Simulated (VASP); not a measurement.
Given:

```
HgTe
1.0
    0.00000     3.36027     3.36027
    3.36027     0.00000     3.36027
    3.36027     3.36027     0.00000
Hg Te
1 1
Cartesian
  0.00000   0.00000   0.00000
  1.68014   1.68014   1.68014
```

The numbers are results of PBE GGA, VASP's PBE PAW potentials (set 64) (plane waves; VASP), not measurements. Settings: 520 eV cut-off, 10×10×10 Γ-centred mesh, first-order Methfessel-Paxton smearing of 0.10 eV, potentials Hg Te.

Unless said otherwise, spin-orbit coupling is left out, though it shifts the bands of the heavy elements here.

Task: What does the run give for the energy per atom (σ→0), band gap (on the k-mesh) with the smallest direct gap where there is one?

Result: 
```json
{
  "band gap (on the k-mesh)": "none (metal, semimetal or under 0.01 eV)",
  "energy per atom (σ→0)": "-1.822 eV/atom"
}
```

Only differences to runs with the same potentials and settings are physical.

The compound is HgTe in the zinc blende structure. This cell is one point of a volume scan, at 1.03 of the reference volume.
